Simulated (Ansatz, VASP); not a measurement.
# Cross-check of Te (Tellurium) between VASP and Ansatz, part 2 of 2

One calculation is typed for both programs; each brings its own data sets. How far apart do they land? The cell is taken from a series of runs on this material, whose earlier steps may have relaxed, scaled, displaced or heated it; both programs get it as it stands.

VASP 6.6.1 and Ansatz 0.2.0.

So far: Starting point; VASP: relaxation of cell and atoms, RPBE, pair 1; Ansatz: relaxation of cell and atoms, RPBE, pair 1; Side by side.

**5. VASP: relaxation of cell and atoms, RPBE, pair 2**

Level of this step: RPBE; plane waves and PAW (Te) (VASP).

The relaxed volume is the usual yardstick between codes: in a stiff, nearly cubic crystal its relative difference is about their pressure difference at one cell divided by the bulk modulus.

INCAR reads:

```
SYSTEM = Te
PREC = Accurate
ENCUT = 500
EDIFF = 1E-07
NELM = 120
ISMEAR = 0
SIGMA = 0.01
LREAL = .FALSE.
ALGO = Normal
GGA = RP
NBANDS = 15
LORBIT = 11
LWAVE = .FALSE.
LCHARG = .FALSE.
ISIF = 3
IBRION = 2
NSW = 80
EDIFFG = -0.005
LASPH = .TRUE.
GGA_COMPAT = .FALSE.
NELMIN = 4
EFERMI = MIDGAP
KPAR = 2
```

POSCAR reads:

```
Te
1.0
    6.5189650000      0.0000000000      0.0000000000
   -3.2594830000      5.6455890000      0.0000000000
    0.0000000000      0.0000000000      5.7589080000
Te
3
Direct
    0.1765553274      0.0000000000      0.3333333333
    0.0000000300      0.1765553603      0.6666666667
    0.8234446426      0.8234446397      0.0000000000
```

KPOINTS reads:

```
Automatic mesh
0
Gamma
6 6 4
0 0 0
```

The projector-augmented-wave data sets are Te (PBE family, release 64).

Launch:

```
$ mpirun -np 2 vasp_std
```

Numbers of over 12 decimals in the logs are rounded to 6 here.

Output:

```text
[banner, memory and clock lines left out]
running    2 mpi-ranks, on    1 nodes
[...]
[... a notice as in an earlier step ...]

 LDA part: xc-table for (Slater+PW92), standard interpolation
 POSCAR, INCAR and KPOINTS ok, starting setup
[...]
entering main loop
       N       E                     dE             d eps       ncg     rms          rms(c)
DAV:   1     0.832014810847E+02    0.83201E+02   -0.55299E+03   720   0.844E+02
DAV:   2    -0.109030290676E+01   -0.84292E+02   -0.80624E+02   946   0.130E+02
DAV:   3    -0.836488659577E+01   -0.72746E+01   -0.72475E+01   846   0.440E+01
DAV:   4    -0.856291216489E+01   -0.19803E+00   -0.19799E+00  1149   0.853E+00
[...]
DAV:  13    -0.848380101757E+01   -0.21339E-06   -0.28782E-07   818   0.442E-03    0.640E-04
DAV:  14    -0.848380113020E+01   -0.11263E-06   -0.31254E-08   717   0.145E-03    0.201E-04
DAV:  15    -0.848380118381E+01   -0.53615E-07   -0.77795E-09   451   0.930E-04
   1 F= -.84838012E+01 E0= -.84838012E+01  d E =-.848380E+01
[... from here on, the cycles between the ionic steps are left out ...]
   2 F= -.84838239E+01 E0= -.84838239E+01  d E =-.226737E-04
   3 F= -.84838210E+01 E0= -.84838210E+01  d E =-.198576E-04
   4 F= -.84838245E+01 E0= -.84838245E+01  d E =-.233454E-04
   5 F= -.84838421E+01 E0= -.84838421E+01  d E =-.175734E-04
   6 F= -.84838456E+01 E0= -.84838456E+01  d E =-.210555E-04
[...]
reached required accuracy - stopping structural energy minimisation
```

From OUTCAR (step 5):

```text
  Total        0.0008494      0.0008494     -0.0096766     -0.0000000      0.0000000     -0.0000000
  in kB        0.0064186      0.0064186     -0.0731222     -0.0000000      0.0000000     -0.0000000
  external PRESSURE =      -0.0200950 kB  Pullay stress =       0.0000000 kB

 POSITION                                       TOTAL-FORCE (eV/Angst)
 -----------------------------------------------------------------------------------
      1.15274     -0.00000      1.91740        -0.002445      0.000000      0.000000
     -0.57637      0.99830      3.83481         0.001222     -0.002117     -0.000000
      2.68559      4.65158      0.00000         0.001222      0.002117      0.000000
 -----------------------------------------------------------------------------------
    total drift:                                0.000047     -0.000040     -0.000004

  FREE ENERGIE OF THE ION-ELECTRON SYSTEM (eV)
  ---------------------------------------------------
  free  energy   TOTEN  =        -8.4838455848 eV

  energy  without entropy=       -8.4838455848  energy(sigma->0) =       -8.48384558

[... 2 parts as in an earlier step ...]

[... 2 further parts left out ...]
[key lines of the parts left out:]
E-fermi :   0.4592
```

**6. Ansatz: relaxation of cell and atoms, RPBE, pair 2**

The same cell, functional and mesh now go to Ansatz, which takes its cutoff from its data sets.

The cell is taken from a series of runs on this material, whose earlier steps may have relaxed, scaled, displaced or heated it; both programs get it as it stands.

input.yaml reads:

```yaml
crystal:
  lattice:
    - [6.5189652186, 0.0, 0.0]
    - [-3.2594826093, 5.6455894857, 0.0]
    - [0.0, 0.0, 5.75890849]
  atoms:
    - { symbol: Te, position: [0.1765553909, 0.0, 0.3333333333] }
    - { symbol: Te, position: [0.0, 0.1765553909, 0.6666666667] }
    - { symbol: Te, position: [0.8234446091, 0.8234446091, 0.0] }
kpoints:
  mp_grid: { grid: [6, 6, 4] }
hamiltonian:
  xc: rpbe
scf:
  occupations: { method: fixed }
output:
  forces: true
  stress: true
  eigenvalues: true
relax:
  adjacent_minimum: "off"
  f_tol: 0.001
  max_steps: 60
  cell: { stress_tol: 0.01 }
```

Launch:

```
$ ansatz run input.yaml --threads 8 --pin off --max-ram 14336MiB --backend cpu --events-out ev --progress --plain --runs-dir out
```

Output:

```text
[...]
Crystal: 3 atoms, lattice volume = 211.947 Å³
Basis set: ecut = 420 eV, 4135 PW (Γ), exchange–correlation on 90×90×80 points (8 copies of the dense FFT grid, shifted against one another)
Bands: 29, of which v1, the nominal top of the filled ones, is band 24 counted from 1 (23 counted from 0)
Symmetry: 6 space group operations
[...]
k-points: 24 of 144 (time reversal used)
[...]
--- Relaxed structure (6 steps of the walk, 6 accepted, 1 SCFs on fresh bases) ---
[...]
cell:  # Å, volume = 213.9300 Å³
    - [6.550520, 0, 0]
    - [-3.275260, 5.672916, 0]
    - [0.0, 0, 5.756910]
  atoms:
    - { symbol: Te, position: [0.175712, 0, 0.333333] }
    - { symbol: Te, position: [-2.7755575615628914e-17, 0.175712, 0.666667] }
    - { symbol: Te, position: [0.824288, 0.824288, 0] }
[key lines of the parts left out:]
SCF converged after 9 iterations
Free energy (F): -20966.559677 eV
Fermi energy:    0.978513 eV
P = ⅓ Tr σ = 0.0000 GPa (0.000 kbar)
```

**7. Differences**

What differs besides the data sets and the points named for the pairs above, as far as they apply: fixed occupations in Ansatz, narrow Gaussian smearing in VASP; the data sets hold 48 valence electrons in Ansatz (on its default PAW (the set named soft_2) files) and 18 in VASP. Total energies have different zeros and are not compared.

The two programs side by side:

| quantity | Ansatz | VASP | difference |
| --- | --- | --- | --- |
| volume (Å³) | 213.93 | 212.02 | +0.90 % |
| edge a after relaxation, in the typed setting (Å) | 6.551 | 6.524 | +0.41 % |
| edge c after relaxation, in the typed setting (Å) | 5.757 | 5.752 | +0.08 % |

**8. Outcome**

| Quantity | Value |
| --- | --- |
| difference in edge c after relaxation, in the typed setting (relaxation of cell and atoms, RPBE, pair 1) | 0.12 % |
| difference in volume (relaxation of cell and atoms, RPBE, pair 2) | 0.90 % |

The difference in volume is 0.90 % (relaxation of cell and atoms, RPBE, pair 2), within the 1.2 % picked in this series as the mark of a large difference, as far as the stopping tolerances let one tell. The data sets hold unlike numbers of valence electrons (48 in Ansatz and 18 in VASP), so part of the differences comes from the potentials. Such differences can come from data sets, numerical settings and the points named under the comparisons, not from the functional's error against experiment.

[Lines on the potential files, build, host, timing and source positions are cut from VASP's logs without a mark.]

[Logs are printed without paths, hosts, clocks, repeated set-up lines and the standing remarks that a program may print on its own settings, such as how far it seeks lower states.]

[Hosts, paths, dates, database ids (printed as entryN), source tags and the programs' standing remarks are cut or masked in the printed files.]
